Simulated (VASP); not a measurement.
Computed with PBE GGA, VASP's PBE PAW potentials (set 64) (plane waves; VASP).

VASP ran on this input.

### POSCAR
```
CuSi63
1
   10.9370747000     0.0000000000     0.0000000000
    0.0000000000    10.9370747000     0.0000000000
   -0.0000000000    -0.0000000000    10.9370747000
Si Cu
63 1
Direct
  0.5000000000   0.0000000000   0.0000000000
  0.6250000000   0.1250000000   0.1250000000
  0.7500000000   0.2500000000   0.0000000000
  0.8750000000   0.3750000000   0.1250000000
  0.7500000000   0.0000000000   0.2500000000
  0.8750000000   0.1250000000   0.3750000000
  0.0000000000   0.0000000000   0.0000000000
  0.1250000000   0.1250000000   0.1250000000
  0.2500000000   0.2500000000   0.0000000000
  0.3750000000   0.3750000000   0.1250000000
  0.5000000000   0.5000000000   0.0000000000
  0.6250000000   0.6250000000   0.1250000000
  0.7500000000   0.7500000000   0.0000000000
  0.8750000000   0.8750000000   0.1250000000
  0.2500000000   0.0000000000   0.2500000000
  0.3750000000   0.1250000000   0.3750000000
  0.5000000000   0.2500000000   0.2500000000
  0.6254290000   0.3793020000   0.3786580000
  0.7500000000   0.5000000000   0.2500000000
  0.8750000000   0.6250000000   0.3750000000
  0.5000000000   0.0000000000   0.5000000000
  0.6250000000   0.1250000000   0.6250000000
  0.7500000000   0.2500000000   0.5000000000
  0.8750000000   0.3750000000   0.6250000000
  0.7500000000   0.0000000000   0.7500000000
  0.8750000000   0.1250000000   0.8750000000
  0.0000000000   0.5000000000   0.0000000000
  0.1250000000   0.6250000000   0.1250000000
  0.2500000000   0.7500000000   0.0000000000
  0.3750000000   0.8750000000   0.1250000000
  0.0000000000   0.2500000000   0.2500000000
  0.1250000000   0.3750000000   0.3750000000
  0.2500000000   0.5000000000   0.2500000000
  0.3759740000   0.6267570000   0.3753710000
  0.5000000000   0.7500000000   0.2500000000
  0.6250000000   0.8750000000   0.3750000000
  0.0000000000   0.0000000000   0.5000000000
  0.1250000000   0.1250000000   0.6250000000
  0.2500000000   0.2500000000   0.5000000000
  0.3761170000   0.3793120000   0.6265250000
  0.6228090000   0.6212300000   0.6266010000
  0.7500000000   0.7500000000   0.5000000000
  0.8750000000   0.8750000000   0.6250000000
  0.2500000000   0.0000000000   0.7500000000
  0.3750000000   0.1250000000   0.8750000000
  0.5000000000   0.2500000000   0.7500000000
  0.6250000000   0.3750000000   0.8750000000
  0.7500000000   0.5000000000   0.7500000000
  0.8750000000   0.6250000000   0.8750000000
  0.0000000000   0.7500000000   0.2500000000
  0.1250000000   0.8750000000   0.3750000000
  0.0000000000   0.5000000000   0.5000000000
  0.1250000000   0.6250000000   0.6250000000
  0.2500000000   0.7500000000   0.5000000000
  0.3750000000   0.8750000000   0.6250000000
  0.0000000000   0.2500000000   0.7500000000
  0.1250000000   0.3750000000   0.8750000000
  0.2500000000   0.5000000000   0.7500000000
  0.3750000000   0.6250000000   0.8750000000
  0.5000000000   0.7500000000   0.7500000000
  0.6250000000   0.8750000000   0.8750000000
  0.0000000000   0.7500000000   0.7500000000
  0.1250000000   0.8750000000   0.8750000000
  0.4995110000   0.4974630000   0.5035510000
```

**KPOINTS**
```
Automatic mesh
0
Gamma
1 1 1
0 0 0
```

**INCAR**
```
EDIFFG = -0.03   # ionic stop
NSW = 60   # most ionic steps
LCHARG = .False.
EDIFF = 1E-5
GGA = PE
NELECT = 264.0
SIGMA = 0.05   # width (eV)
ISMEAR = 0
ENCUT = 400
NELMIN = 4
IBRION = 2   # conjugate gradients
LMAXMIX = 4
LWAVE = .True.
ISYM = 0
LASPH = .True.   # aspherical one-centre terms
ISIF = 2
ALGO = Fast
SYSTEM = CuSi63
LREAL = Auto   # projection in real space or not
NELM = 100
PREC = Normal
```

POTCAR, in this order: Si Cu (PBE.64 set). Program: vasp_gam.

The resulting files:

**OSZICAR**
```
...
RMM:   2    -0.331107775368E+03   -0.61908E-02   -0.93782E-02   362   0.100E+00    0.366E-01
RMM:   3    -0.331110237981E+03   -0.24626E-02   -0.45023E-02   418   0.693E-01    0.310E-01
RMM:   4    -0.331109738282E+03    0.49970E-03   -0.11717E-02   422   0.312E-01    0.137E-01
RMM:   5    -0.331109718939E+03    0.19344E-04   -0.23395E-03   370   0.101E-01    0.636E-02
RMM:   6    -0.331109759905E+03   -0.40967E-04   -0.66542E-04   379   0.653E-02    0.181E-02
RMM:   7    -0.331109752122E+03    0.77837E-05   -0.19219E-04   306   0.332E-02    0.112E-02
RMM:   8    -0.331109757371E+03   -0.52492E-05   -0.69694E-05   256   0.161E-02
   9 F= -.33110976E+03 E0= -.33110896E+03  d E =-.248984E-01
       N       E                     dE             d eps       ncg     rms          rms(c)
DAV:   1    -0.331124075372E+03   -0.14323E-01   -0.29062E-01   356   0.104E+00    0.219E-01
RMM:   2    -0.331124897104E+03   -0.82173E-03   -0.10647E-02   377   0.325E-01    0.108E-01
RMM:   3    -0.331125181683E+03   -0.28458E-03   -0.36535E-03   432   0.152E-01    0.592E-02
RMM:   4    -0.331125222403E+03   -0.40720E-04   -0.67670E-04   384   0.715E-02    0.477E-02
RMM:   5    -0.331125209132E+03    0.13271E-04   -0.18743E-04   307   0.532E-02    0.219E-02
RMM:   6    -0.331125211214E+03   -0.20817E-05   -0.79742E-05   282   0.257E-02
  10 F= -.33112521E+03 E0= -.33112486E+03  d E =-.154538E-01
       N       E                     dE             d eps       ncg     rms          rms(c)
DAV:   1    -0.331134422836E+03   -0.92137E-02   -0.90200E-01   330   0.183E+00    0.387E-01
RMM:   2    -0.331137028203E+03   -0.26054E-02   -0.33249E-02   370   0.576E-01    0.192E-01
RMM:   3    -0.331137983550E+03   -0.95535E-03   -0.12066E-02   437   0.286E-01    0.111E-01
RMM:   4    -0.331138099684E+03   -0.11613E-03   -0.23336E-03   400   0.138E-01    0.900E-02
RMM:   5    -0.331138047469E+03    0.52215E-04   -0.55057E-04   353   0.785E-02    0.313E-02
RMM:   6    -0.331138067978E+03   -0.20509E-04   -0.26851E-04   355   0.376E-02    0.111E-02
RMM:   7    -0.331138066479E+03    0.14983E-05   -0.43591E-05   227   0.175E-02
  11 F= -.33113807E+03 E0= -.33113799E+03  d E =-.283091E-01
       N       E                     dE             d eps       ncg     rms          rms(c)
DAV:   1    -0.331150239935E+03   -0.12172E-01   -0.13941E-01   364   0.729E-01    0.181E-01
RMM:   2    -0.331150936924E+03   -0.69699E-03   -0.83687E-03   360   0.272E-01    0.922E-02
RMM:   3    -0.331151113062E+03   -0.17614E-03   -0.30522E-03   410   0.190E-01    0.809E-02
RMM:   4    -0.331151069514E+03    0.43548E-04   -0.77471E-04   368   0.890E-02    0.340E-02
RMM:   5    -0.331151069763E+03   -0.24876E-06   -0.22628E-04   321   0.342E-02    0.988E-03
RMM:   6    -0.331151073522E+03   -0.37595E-05   -0.36501E-05   229   0.191E-02
  12 F= -.33115107E+03 E0= -.33115096E+03  d E =-.130070E-01
       N       E                     dE             d eps       ncg     rms          rms(c)
DAV:   1    -0.331156929020E+03   -0.58593E-02   -0.37224E-01   338   0.119E+00    0.296E-01
RMM:   2    -0.331158807032E+03   -0.18780E-02   -0.22313E-02   364   0.446E-01    0.148E-01
RMM:   3    -0.331159299083E+03   -0.49205E-03   -0.80874E-03   415   0.302E-01    0.128E-01
RMM:   4    -0.331159200614E+03    0.98469E-04   -0.20711E-03   396   0.139E-01    0.558E-02
RMM:   5    -0.331159193744E+03    0.68699E-05   -0.52081E-04   349   0.497E-02    0.169E-02
RMM:   6    -0.331159205758E+03   -0.12014E-04   -0.11125E-04   322   0.248E-02    0.779E-03
RMM:   7    -0.331159204452E+03    0.13059E-05   -0.22288E-05   211   0.155E-02
  13 F= -.33115920E+03 E0= -.33115897E+03  d E =-.211380E-01
       N       E                     dE             d eps       ncg     rms          rms(c)
DAV:   1    -0.331165286744E+03   -0.60810E-02   -0.12210E-01   348   0.688E-01    0.161E-01
RMM:   2    -0.331165846293E+03   -0.55955E-03   -0.66570E-03   356   0.251E-01    0.805E-02
RMM:   3    -0.331166015989E+03   -0.16970E-03   -0.24881E-03   414   0.176E-01    0.761E-02
RMM:   4    -0.331165989110E+03    0.26879E-04   -0.70462E-04   370   0.797E-02    0.335E-02
RMM:   5    -0.331165989840E+03   -0.72995E-06   -0.16367E-04   294   0.305E-02    0.104E-02
RMM:   6    -0.331165993218E+03   -0.33781E-05   -0.31842E-05   223   0.157E-02
  14 F= -.33116599E+03 E0= -.33116581E+03  d E =-.678877E-02
       N       E                     dE             d eps       ncg     rms          rms(c)
DAV:   1    -0.331167868791E+03   -0.18790E-02   -0.18060E-01   370   0.835E-01    0.196E-01
RMM:   2    -0.331168732654E+03   -0.86386E-03   -0.10112E-02   366   0.303E-01    0.963E-02
RMM:   3    -0.331168996344E+03   -0.26369E-03   -0.37595E-03   412   0.203E-01    0.930E-02
RMM:   4    -0.331168943414E+03    0.52930E-04   -0.91499E-04   371   0.960E-02    0.407E-02
RMM:   5    -0.331168945630E+03   -0.22159E-05   -0.27610E-04   333   0.373E-02    0.117E-02
RMM:   6    -0.331168950725E+03   -0.50949E-05   -0.46356E-05   240   0.188E-02
  15 F= -.33116895E+03 E0= -.33116880E+03  d E =-.974627E-02
       N       E                     dE             d eps       ncg     rms          rms(c)
DAV:   1    -0.331171000827E+03   -0.20552E-02   -0.78264E-02   348   0.552E-01    0.120E-01
RMM:   2    -0.331171300378E+03   -0.29955E-03   -0.33845E-03   372   0.179E-01    0.519E-02
RMM:   3    -0.331171380468E+03   -0.80090E-04   -0.99124E-04   429   0.833E-02    0.303E-02
RMM:   4    -0.331171389108E+03   -0.86402E-05   -0.16956E-04   320   0.420E-02    0.265E-02
RMM:   5    -0.331171383020E+03    0.60885E-05   -0.44684E-05   226   0.280E-02
  16 F= -.33117138E+03 E0= -.33117124E+03  d E =-.243230E-02
       N       E                     dE             d eps       ncg     rms          rms(c)
DAV:   1    -0.331171576321E+03   -0.18721E-03   -0.17139E-02   380   0.259E-01    0.576E-02
RMM:   2    -0.331171642336E+03   -0.66015E-04   -0.75259E-04   379   0.857E-02    0.247E-02
RMM:   3    -0.331171660864E+03   -0.18528E-04   -0.21702E-04   379   0.362E-02    0.119E-02
RMM:   4    -0.331171661960E+03   -0.10956E-05   -0.23858E-05   212   0.191E-02
  17 F= -.33117166E+03 E0= -.33117152E+03  d E =-.271123E-02
       N       E                     dE             d eps       ncg     rms          rms(c)
DAV:   1    -0.331172543091E+03   -0.88223E-03   -0.21854E-02   348   0.297E-01    0.614E-02
RMM:   2    -0.331172634404E+03   -0.91312E-04   -0.10463E-03   376   0.102E-01    0.343E-02
RMM:   3    -0.331172660869E+03   -0.26466E-04   -0.39869E-04   379   0.670E-02    0.311E-02
RMM:   4    -0.331172655423E+03    0.54465E-05   -0.97600E-05   265   0.339E-02
  18 F= -.33117266E+03 E0= -.33117254E+03  d E =-.993463E-03
       N       E                     dE             d eps       ncg     rms          rms(c)
DAV:   1    -0.331172968335E+03   -0.30747E-03   -0.32643E-02   348   0.357E-01    0.743E-02
RMM:   2    -0.331173085996E+03   -0.11766E-03   -0.13750E-03   355   0.129E-01    0.429E-02
RMM:   3    -0.331173134807E+03   -0.48812E-04   -0.68430E-04   398   0.878E-02    0.384E-02
RMM:   4    -0.331173131783E+03    0.30247E-05   -0.19490E-04   305   0.416E-02    0.175E-02
RMM:   5    -0.331173132431E+03   -0.64785E-06   -0.35276E-05   225   0.182E-02
  19 F= -.33117313E+03 E0= -.33117303E+03  d E =-.147047E-02
       N       E                     dE             d eps       ncg     rms          rms(c)
DAV:   1    -0.331173754709E+03   -0.62293E-03   -0.24255E-02   340   0.308E-01    0.594E-02
RMM:   2    -0.331173840003E+03   -0.85295E-04   -0.99060E-04   369   0.104E-01    0.310E-02
RMM:   3    -0.331173872677E+03   -0.32674E-04   -0.39268E-04   388   0.599E-02    0.282E-02
RMM:   4    -0.331173868836E+03    0.38414E-05   -0.85760E-05   262   0.329E-02
  20 F= -.33117387E+03 E0= -.33117379E+03  d E =-.736405E-03
```

File OUTCAR:
```
------------------------ aborting loop because EDIFF is reached ----------------------------------------
  FORCE on cell =-STRESS in cart. coord.  units (eV):
  Direction    XX          YY          ZZ          XY          YZ          ZX
  --------------------------------------------------------------------------------------
  Total       18.3940153      4.9774618     18.3514150     -0.0158130     -0.1535190      0.0217965
  in kB       22.5259746      6.0955792     22.4738048     -0.0193652     -0.1880049      0.0266927
  external PRESSURE =      17.0317862 kB  Pullay stress =       0.0000000 kB
  volume of cell :     1308.29
      direct lattice vectors                 reciprocal lattice vectors
    10.937074700  0.000000000  0.000000000     0.091432127  0.000000000  0.000000000
     0.000000000 10.937074700  0.000000000     0.000000000  0.091432127  0.000000000
     0.000000000  0.000000000 10.937074700     0.000000000  0.000000000  0.091432127
 POSITION                                       TOTAL-FORCE (eV/Angst)
 -----------------------------------------------------------------------------------
      5.46626     10.93688      0.00288         0.001580      0.001367      0.000732
      6.82690      1.36872      1.39420        -0.002981     -0.001016      0.000800
      8.20251      2.71279      0.00622        -0.006232      0.003192      0.002043
      9.59320      4.08154      1.34776        -0.002747      0.004997      0.003603
      8.17592     10.92169      2.76393        -0.005968     -0.012518      0.003667
      9.54568      1.36969      4.11243        -0.004345     -0.004405      0.000873
     10.93637      0.00121      0.00357         0.000957     -0.002126      0.002432
      1.37922      1.35355      1.38032         0.000312      0.000997     -0.001980
      2.73667      2.71357     10.93293         0.003062      0.002533     -0.003049
      4.09105      4.09764      1.36151         0.010007      0.008349      0.007484
      5.46929      5.47000      0.00341        -0.000490      0.002541     -0.002054
      6.84866      6.84248      1.36050        -0.012179     -0.005382      0.007440
      8.20252      8.22521     10.93126        -0.003935     -0.001451     -0.000825
      9.55801      9.58519      1.38112         0.000982      0.000455     -0.003081
      2.75928      0.01813      2.76515         0.011270      0.007540      0.004748
      4.12276      1.41828      4.12400         0.001183      0.005327      0.000544
      5.49683      2.80045      2.76225         0.007592      0.006273      0.004862
      6.84915      4.25126      4.08979        -0.002080      0.005881     -0.011126
      8.25053      5.45890      2.68760         0.010392      0.001862     -0.005797
      9.57632      6.83948      4.09352        -0.000844     -0.003861      0.009673
      5.46842      0.00172      5.47137         0.000253     -0.002537     -0.000363
      6.81583      1.41840      6.81588         0.000049      0.011714      0.002353
      8.17547      2.80086      5.44030         0.006481      0.004200     -0.003526
      9.57566      4.09842      6.84690         0.002610      0.000548     -0.008565
      8.17467      0.01762      8.17683        -0.004658      0.003144     -0.004030
      9.55887      1.35116      9.55937         0.003408      0.007593      0.002624
     10.93496      5.46906      0.00337        -0.001991     -0.003376     -0.001041
      1.34279      6.85581      1.34572         0.002381     -0.002772     -0.000373
      2.73462      8.22533      0.00642         0.010236     -0.004399     -0.002694
      4.10840      9.57004      1.39647        -0.000163      0.002948     -0.006357
     10.93516      2.71452      2.74002        -0.003528      0.007983      0.002332
      1.36372      4.09976      4.09457        -0.006175      0.005758      0.001808
      2.68666      5.48096      2.68574        -0.009980     -0.002844     -0.001593
      4.09022      6.69001      4.08466        -0.008278     -0.014199      0.001742
      5.44152      8.14016      2.76013        -0.001173     -0.003872      0.002295
      6.81454      9.52135      4.12408        -0.005659     -0.006850      0.001424
     10.93545      0.00024      5.47301        -0.003147     -0.003180     -0.004196
      1.39332      1.36956      6.82754         0.000240     -0.001817     -0.002986
      2.76301      2.80024      5.49912         0.000800      0.007552      0.009368
      4.08761      4.24793      6.85685        -0.006582      0.006614     -0.001581
      6.84778      6.68571      6.85102         0.010537      0.002155     -0.002127
      8.17383      8.13686      5.49780         0.001397     -0.008799      0.007320
      9.54174      9.56777      6.82871         0.001631      0.001922     -0.004292
      2.75993     10.92039      8.17677         0.004865     -0.005253     -0.001154
      4.11048      1.36796      9.54474         0.003875     -0.005091     -0.002128
      5.44202      2.79870      8.17949        -0.005667      0.008461      0.001950
      6.84715      4.09805      9.58030        -0.012423      0.003172     -0.005021
      8.25041      5.47939      8.25219         0.005375     -0.007254      0.010233
      9.59385      6.85481      9.59206         0.001970     -0.001671      0.005038
      0.00405      8.22426      2.73944         0.000540     -0.002823     -0.002201
      1.39176      9.56882      4.11434        -0.000681      0.008449      0.001476
      0.00179      5.47038      5.47199        -0.001424     -0.001157     -0.002363
      1.36477      6.84117      6.84685         0.000736     -0.003809     -0.009311
      2.76419      8.13854      5.43956        -0.002843     -0.009808     -0.006313
      4.12137      9.52112      6.81647         0.004565     -0.010604     -0.000446
      0.00376      2.71365      8.20164         0.004287      0.002469     -0.003820
      1.34207      4.08265      9.59573         0.000709      0.007984     -0.003297
      2.68539      5.45828      8.25491        -0.007463      0.002058      0.012445
      4.09116      6.84091      9.57933         0.011012     -0.002971     -0.005510
      5.49648      8.13801      8.17610        -0.002211     -0.010360      0.003645
      6.82559      9.56955      9.54482        -0.005145      0.000536      0.003463
     10.93360      8.22400      8.20062        -0.001992     -0.000535     -0.003499
      1.37640      9.58611      9.56046         0.004677     -0.001248      0.002954
      5.46412      5.46688      5.47129         0.003012      0.001412     -0.004669
 -----------------------------------------------------------------------------------
    total drift:                                0.012706     -0.007021      0.047247
  FREE ENERGIE OF THE ION-ELECTRON SYSTEM (eV)
  ---------------------------------------------------
  free  energy   TOTEN  =      -331.1738688360 eV

  energy  without entropy=     -331.1737032718  energy(sigma->0) =     -331.17378605

 reached required accuracy - stopping structural energy minimisation
```
(Selected blocks of OUTCAR.)

**CONTCAR**
```
CuSi63
   1.00000000000000
    10.9370747000000001    0.0000000000000000    0.0000000000000000
     0.0000000000000000   10.9370747000000001    0.0000000000000000
     0.0000000000000000    0.0000000000000000   10.9370747000000001
  Si              Cu
    63     1
Direct
     0.4997913878370356    0.9999824902811006    0.0002635078298404
     0.6241981497987410    0.1251448306315081    0.1274747979917082
     0.7499730655441688    0.2480362047594853    0.0005682951794770
     0.8771262747933110    0.3731837501620265    0.1232286464927875
     0.7475413171423689    0.9985936760849135    0.2527124097925513
     0.8727816771901057    0.1252335007789253    0.3760079857057665
     0.9999351883623445    0.0001106077335510    0.0003261578500010
     0.1261047832285852    0.1237576273549506    0.1262059760434700
     0.2502199324946455    0.2481078778467765    0.9996209764280533
     0.3740536755383116    0.3746555210051112    0.1244855439733973
     0.5000687398948725    0.5001337434859056    0.0003119126303614
     0.6261875378678310    0.6256220486437134    0.1243933641750523
     0.7499741657960403    0.7520487260167219    0.9994683400645743
     0.8739093773249107    0.8763939007308608    0.1262783104769455
     0.2522868444148705    0.0016575055108842    0.2528239734894431
     0.3769529041767901    0.1296762449464133    0.3770664319014607
     0.5025864899613433    0.2560506900597265    0.2525586063993226
     0.6262325511328404    0.3887015150829832    0.3739383385113215
     0.7543632469056313    0.4991184763775183    0.2457330509984636
     0.8755836900073533    0.6253482966391268    0.3742788603114239
     0.4999895769358498    0.0001575894480359    0.5002593413193447
     0.6231862444696754    0.1296877259869549    0.6231906081123818
     0.7475007553225322    0.2560888326107153    0.4974177867270466
     0.8755228136194136    0.3747273454136075    0.6260264140652444
     0.7474275897208611    0.0016106717361161    0.7476251507441505
     0.8739881986065087    0.1235394355475840    0.8740333872906976
     0.9998063264345086    0.5000475028780380    0.0003081558309021
     0.1227737607587806    0.6268409003074781    0.1230419956918340
     0.2500321694008498    0.7520595119469251    0.0005873555153560
     0.3756397843314024    0.8750092113614828    0.1276824299439208
     0.9998244978760522    0.2481947690565044    0.2505258068780487
     0.1246876199162767    0.3748502026037913    0.3743748571327795
     0.2456470191940940    0.5011354380139597    0.2455631558753059
     0.3739779003584418    0.6116821148787969    0.3734688590992566
     0.4975296569814245    0.7442717884959761    0.2523648732892547
     0.6230682475317646    0.8705571236251959    0.3770730452580964
     0.9998510837222560    0.0000218463000525    0.5004085654968911
     0.1273944438789430    0.1252217515309930    0.6242565722428020
     0.2526282138966044    0.2560321864325166    0.5027961804686819
     0.3737385191186229    0.3883976185963315    0.6269365677718179
     0.6261070855287336    0.6112882305552471    0.6264036908732150
     0.7473506343307541    0.7439705729610364    0.5026754403474847
     0.8724214625906466    0.8748012319152668    0.6243633181352949
     0.2523461003782322    0.9984744966790372    0.7476194994040496
     0.3758298417185191    0.1250758380272296    0.8726956638457172
     0.4975754164966290    0.2558908796048937    0.7478683023909722
     0.6260493182570747    0.3746931454605549    0.8759471752464727
     0.7543523122615748    0.5009920828219463    0.7545150752484096
     0.8771863140637778    0.6267499080006960    0.8770220316432744
     0.0003704296424408    0.7519615309078053    0.2504731682705993
     0.1272511269930908    0.8748975484231635    0.3761833098893798
     0.0001634732506561    0.5001682068548419    0.5003158783306624
     0.1247842321991018    0.6255029491761788    0.6260224356640508
     0.2527359916077576    0.7441243300357171    0.4973503373635601
     0.3768257542878948    0.8705365241507276    0.6232442348788831
     0.0003433560399044    0.2481144402266183    0.7498937538755605
     0.1227087633877174    0.3732851696310036    0.8773580562664637
     0.2455308791554504    0.4990625140483201    0.7547639056521616
     0.3740638144286203    0.6254785447388325    0.8758581600286979
     0.5025548091129147    0.7440759852092736    0.7475583653352350
     0.6240780235047759    0.8749642404688122    0.8727029129267941
     0.9996820655306266    0.7519374615077983    0.7498000764262178
     0.1258468912932976    0.8764786232945780    0.8741329113386261
     0.4995964824528378    0.4998487443971645    0.5002517016189889
```

The cell is charged, with a uniform compensating background. The supercell is sampled at Γ alone, which is coarse: total energies, pressure and levels can be off, energies of defects by several tenths of an eV.

The cell is a supercell with a defect, built from Si (diamond): Cu_Si, charge -1. The run is not spin-polarised, so no state with unpaired spins was tried.
